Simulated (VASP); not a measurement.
Calculation: vdW-DF-cx, VASP's PBE PAW potentials (set 64) (plane waves; VASP).

VASP input:

**KPOINTS**
```
Automatic mesh
0
Gamma
4 4 4
0 0 0
```

File POSCAR:
```
CsPbBr3
1
    6.0185345684     0.0000000000     0.0000000000
    0.0000000000     6.0185345684     0.0000000000
    0.0000000000     0.0000000000     6.0185345684
Cs Pb Br
1 1 3
Direct
  0.0000000000   0.0000000000   0.0000000000
  0.5000000000   0.5000000000   0.5000000000
  0.5000000000   0.0000000000   0.5000000000
  0.0000000000   0.5000000000   0.5000000000
  0.5000000000   0.5000000000   0.0000000000
```

### INCAR
```
SYSTEM = CsPbBr3
PREC = Accurate
ENCUT = 520
EDIFF = 1E-7
NELM = 100
ALGO = Normal
LREAL = .FALSE.
LASPH = .TRUE.
ISMEAR = 0
SIGMA = 0.05
GGA = CX
LUSE_VDW = .TRUE.
AGGAC = 0.0
LMAXMIX = 4
LWAVE = .FALSE.
LCHARG = .FALSE.
ISIF = 2
```

POTCAR, in this order: Cs_sv Pb_d Br (PBE.64 set). Program: vasp_std.

Unless said otherwise, spin-orbit coupling is left out, though it shifts the bands of the heavy elements here.

### Question
What does the run give for the energy per atom (σ→0), pressure, band gap (on the k-mesh)?

### Answer

```json
{
  "energy per atom (σ→0)": "-0.936 eV/atom",
  "band gap (on the k-mesh)": "1.79 eV",
  "pressure": "-1.07 GPa"
}
```

**OSZICAR**
```
...
DAV:   9    -0.468008045070E+01   -0.16200E-02   -0.11555E-02   700   0.820E-01    0.107E-01
DAV:  10    -0.468083036435E+01   -0.74991E-03   -0.14330E-03   582   0.238E-01    0.485E-02
DAV:  11    -0.468103165569E+01   -0.20129E-03   -0.40731E-04   580   0.162E-01    0.930E-03
DAV:  12    -0.468104086905E+01   -0.92134E-05   -0.56068E-05   770   0.667E-02    0.712E-03
DAV:  13    -0.468104167912E+01   -0.81007E-06   -0.63501E-06   626   0.185E-02    0.342E-03
DAV:  14    -0.468104212745E+01   -0.44833E-06   -0.15194E-06   608   0.107E-02    0.729E-04
DAV:  15    -0.468104219055E+01   -0.63098E-07   -0.63955E-08   408   0.169E-03
   1 F= -.46810422E+01 E0= -.46810422E+01  d E =-.271041E-13
```

The compound is CsPbBr3 in the cubic perovskite structure, the ideal cubic form; the compound distorts at low or room temperature. This cell is one point of a volume scan, at 1.06 of the reference volume.
